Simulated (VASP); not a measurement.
Given:

```
CELL_PARAMETERS angstrom
      3.08799     0.00000     0.00000
      0.00000     3.08799     0.00000
      0.00000     0.00000     3.08799
ATOMIC_POSITIONS crystal
  Sr 0.00000 0.00000 0.00000
  O  0.50000 0.50000 0.50000
```

Computed with PBEsol GGA, VASP's PBE PAW potentials (set 64) (plane waves; VASP 6.6.1). Settings: 620 eV cut-off, 9×9×9 Γ-centred mesh, Gaussian smearing of 0.050 eV, potentials Sr_sv O.

Task: Estimate the energy per atom (σ→0).

Result: 
The energy per atom (σ→0) comes out as -573.6 kJ/mol-atom.

Total energies compare only between runs with the same potentials, cut-off and functional.

The structure was generated: SrO was put into the CsCl type type (Pm-3m), which need not be its known phase. It was relaxed first, which changed the volume by -25 %.
